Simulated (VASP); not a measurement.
Here is a VASP 6.6.1 calculation.

The input INCAR:

```
ALGO = Normal ; EDIFF = 1E-6
ENCUT = 520 ; GGA = PE
ISIF = 2 ; ISMEAR = -1
LASPH = T ; LCHARG = F
LREAL = F ; LWAVE = F
NBANDS = 44 ; NELM = 80
PREC = Accurate ; SIGMA = 0.1
```

Contents of KPOINTS:

```
k-points
0
Gamma
  4 4 1
```

The input POSCAR:

```
Sc3Br5
1.0
    4.0262990000      0.0000000000      0.0000000000
    0.0000000000      4.0262990000      0.0000000000
    0.0000000000      0.0000000000     14.1111730000
Sc Br
3 5
Direct
    0.4662395912      0.4891921837      0.1272695048
    0.4882933433      0.5113827860      0.8525616545
   -0.0013101362      0.0600484465      0.5029227549
    0.0195474802     -0.0016369872      0.2501699185
    0.0352504869     -0.0278975804      0.7523665113
    0.0031433334      0.0109894968     -0.0019067869
    0.4710104739      0.5035631979      0.3810704468
    0.4973664400      0.4808736261      0.6280028599
```

Potentials or basis: VASP PAW PBE potentials, release 64 (Sc_sv, Br).

Command:

```sh
$ cat potpaw_PBE.64/Sc_sv/POTCAR potpaw_PBE.64/Br/POTCAR > POTCAR
$ mpirun -np 1 vasp_std > vasp.out
```

Task: Predict the pressure.

Result: -6.3 GPa.

Task: Estimate the band gap on the k mesh.

Result: None (metal or under the smearing width).

Stress tensor (GPa, compression positive):
```
-7.05 -0.08  0.23
-0.08 -6.78  0.03
 0.23  0.03 -4.94
```

Caveat: the k mesh is coarse (spacing up to 0.45 Å⁻¹), so the values aren't converged; forces of over 1 eV/Å show positions far from the minimum, so gaps and moduli don't describe the material at rest.
